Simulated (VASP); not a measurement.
Given:

```
ZnS
1.0
    0.00000     2.68409     2.68409
    2.68409     0.00000     2.68409
    2.68409     2.68409     0.00000
Zn S
1 1
Direct
  0.00000   0.00000   0.00000
  0.25000   0.25000   0.25000
```

Calculation: r2SCAN+rVV10, VASP's PBE PAW potentials (set 64) (plane waves; VASP 6.6.1). Run with 520 eV cut-off, 10×10×10 Γ-centred mesh, tetrahedra with Blöchl corrections, potentials Zn S.

Task: What does the run give for the energy per atom (σ→0), band gap (over mesh and band path) with the smallest direct gap where there is one?

Result: 
| Quantity | Value |
|---|---|
| band gap (over mesh and band path) | 2.72 eV |
| smallest direct gap (over mesh and band path) | 2.72 eV |
| energy per atom (σ→0) | -885.7 kJ/mol of atoms |

Total energies compare only between runs with the same potentials, cut-off and functional.

The compound is ZnS in the zinc blende structure. It was relaxed first.
